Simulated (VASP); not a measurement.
Runs of VASP 6.6.1 on S2SiH2. The cell holds a molecule in a box, 5 atoms: a = 13.000 Å, b = 12.000 Å, c = 11.000 Å, α = 90.00°, β = 90.00°, γ = 90.00°. 

```csv
task,level,potentials or basis,cell,cutoff (eV),grid for exact exchange (PRECFOCK),exchange at q = 0,screening parameter,gap on the mesh (eV),largest force (eV/Å)
single point,PBE,"VASP PAW PBE potentials, release 64 (S, Si, H)","atoms moved at random, drawn with an rms of 0.05 Å",520,-,-,-,3.09,1.76
single point,PBE0+D3(BJ),"VASP PAW PBE potentials, release 64 (S, Si, H_s)",as given,400,Fast,default,-,4.93,0.12
atomic charges,PBE+TS,"VASP PAW PBE potentials, release 64 (S, Si, H)",as given,520,-,-,-,3.14,(c)
electron localisation function,PBE,"VASP PAW PBE potentials, release 64 (S, Si, H)",as given,520,-,-,-,3.14,0.31
single point,r2SCAN0+D3(BJ),"VASP PAW PBE potentials, release 64 (S, Si, H_s)",as given,400,Fast,truncated,-,(a),0.29
single point,LDA,"VASP PAW LDA potentials, release 64 (S, Si, H)",as given,520,-,-,-,3.09,0.35
single point,HSE06+D4,"VASP PAW PBE potentials, release 64 (S, Si, H)",as given,520,Fast,-,0.2 1/A,4.17,0.13
single point,PBE,"VASP PAW PBE potentials, release 64 (S, Si, H)",as given,520,-,-,-,3.14,0.31
relaxation of the atoms,PBE,"VASP PAW PBE potentials, release 64 (S, Si, H)","atoms relaxed from: atoms moved at random, drawn with an rms of 0.02 Å",520,-,-,-,3.13,-
single point,B3LYP+D4,"VASP PAW PBE potentials, release 64 (S, Si, H)",as given,520,Normal,truncated,-,4.57,(b)
```

Alike in all rows: no spin polarisation; k mesh 1 × 1 × 1; smearing gaussian 0.01 eV.

Task: Fill in the values left out.

Result: (a) 5.07; (b) 0.26; (c) 0.32.

Caveats: the PAW data sets were made with another functional, which shifts forces and pressure a little (some runs).

